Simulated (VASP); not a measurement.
OSZICAR of a VASP run on Zn$_{3}$CdSe$_{4}$ (space group P-43m):

OSZICAR:
```
       N       E                     dE             d eps       ncg     rms          rms(c)
DAV:   1     0.447129117799E+03    0.44713E+03   -0.19969E+04  5192   0.515E+02
DAV:   2    -0.451425671232E+02   -0.49227E+03   -0.43122E+03  5160   0.162E+02
DAV:   3    -0.121418285083E+03   -0.76276E+02   -0.72649E+02  5980   0.637E+01
DAV:   4    -0.123746273177E+03   -0.23280E+01   -0.23187E+01  5888   0.116E+01
DAV:   5    -0.123754286817E+03   -0.80136E-02   -0.80127E-02  5896   0.653E-01    0.111E+01
DAV:   6    -0.114682759312E+03    0.90715E+01   -0.30465E+00  6278   0.149E+01    0.104E+01
DAV:   7    -0.110103749652E+03    0.45790E+01   -0.12856E+00  5501   0.375E+00    0.617E+00
DAV:   8    -0.110343075654E+03   -0.23933E+00   -0.41417E-01  5302   0.219E+00    0.151E+00
DAV:   9    -0.110462245342E+03   -0.11917E+00   -0.20733E-01  5370   0.118E+00    0.725E-01
DAV:  10    -0.110445288145E+03    0.16957E-01   -0.39303E-02  5485   0.513E-01    0.330E-01
DAV:  11    -0.110483604400E+03   -0.38316E-01   -0.23882E-02  5419   0.402E-01    0.182E-01
DAV:  12    -0.110496523072E+03   -0.12919E-01   -0.16576E-03  5532   0.111E-01    0.116E-01
DAV:  13    -0.110499168584E+03   -0.26455E-02   -0.33627E-03  5405   0.151E-01    0.436E-02
DAV:  14    -0.110500051584E+03   -0.88300E-03   -0.45707E-04  5503   0.680E-02    0.479E-02
DAV:  15    -0.110501132091E+03   -0.10805E-02   -0.27732E-04  5492   0.499E-02    0.823E-03
DAV:  16    -0.110501134128E+03   -0.20369E-05   -0.65915E-05  5518   0.242E-02    0.732E-03
DAV:  17    -0.110501208695E+03   -0.74567E-04   -0.16738E-05  5494   0.132E-02    0.179E-03
DAV:  18    -0.110501208134E+03    0.56106E-06   -0.11679E-06  5856   0.297E-03    0.720E-04
DAV:  19    -0.110501207808E+03    0.32622E-06   -0.20636E-07  5509   0.167E-03    0.795E-04
DAV:  20    -0.110501207563E+03    0.24468E-06   -0.29463E-08  4864   0.538E-04    0.367E-04
DAV:  21    -0.110501207485E+03    0.78335E-07   -0.53710E-08  4844   0.632E-04
   1 F= -.11050121E+03 E0= -.11050121E+03  d E =-.341542E-29
 imaginary and real dielectric function
```

Problem. Which electronic solver shows in the log?

Solution. It is blocked Davidson (ALGO = Normal, or the opening steps of other solvers). The INCAR had ALGO = Normal.

Problem. Can the final energy be trusted as converged?

Solution. The run converged. It stopped with EDIFF = 1E-7, NELM = 100 (r2SCAN meta-GGA, plane waves, VASP's PBE PAW potentials (set 64)). The dielectric response may not be converged in the k-mesh; for small gaps it tends to come out too large.

The structure comes from a computed database's Zn3CdSe4 entry (P-43m); how it stands against other phases isn't given here. It was relaxed first.
